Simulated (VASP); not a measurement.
Runs of VASP 6.6.1 on HfIn4SiO6. The structure is monoclinic, space group C2 (No. 5). Conventional cell: a = 5.432 Å, b = 9.407 Å, c = 7.636 Å, α = 90.00°, β = 104.07°, γ = 90.00°. Hf (site symmetry 2) is surrounded by 6 O at 2.13 to 2.14 Å. In (site symmetry 2) is surrounded by 2 O at 2.73 Å and 4 In at 3.12 Å. Around In (site symmetry 2) lie 6 O at 2.23 Å. Around In (site symmetry 2) lie 2 O at 2.73 Å and 3 In at 3.07 to 3.12 Å. In (site symmetry 2) is surrounded by 2 O at 2.73 Å and 3 In at 3.07 to 3.12 Å. Si (site symmetry 2) has 6 O at 1.85 Å as nearest neighbours. Around O (site symmetry 1) lie 1 Si at 1.85 Å. O (site symmetry 1) is surrounded by 1 Si at 1.85 Å. The cell was built by a generator and needn't be a form met in nature.

```tsv
level	gap on the mesh (eV)	pressure (GPa)	relaxed volume (Å³/atom)	largest force (eV/Å)
PBE+D2	none	0.0	14.77	0.01
PBE+TS	none	0.0	(b)	0.01
PBE+D3(BJ)	none	0.1	15.16	0.01
PBE+D4	none	0.0	15.18	0.01
PBE+D3	none	0.0	(a)	-
PBE+rVV10	none	0.0	15.35	0.01
```

Alike in all rows: task relaxation of cell and atoms; potentials or basis VASP PAW PBE potentials, release 64 (Hf_pv, In_d, Si, O); no spin polarisation; cell relaxed; k mesh 6 × 6 × 4; cutoff (eV) 600; smearing fermi-dirac 0.05 eV.

Estimate the missing entries.

(a) 15.32; (b) 15.26.

Caveats: pairwise dispersion overbinds metals, which lowers pressure and volume; atom-pairwise D2, TS and ULG terms overbind metals (some runs).

A k mesh can miss the band edges, and the runs leave out spin-orbit coupling on Hf, In.

A gap of «none» marks a metal or a gap under the smearing width.
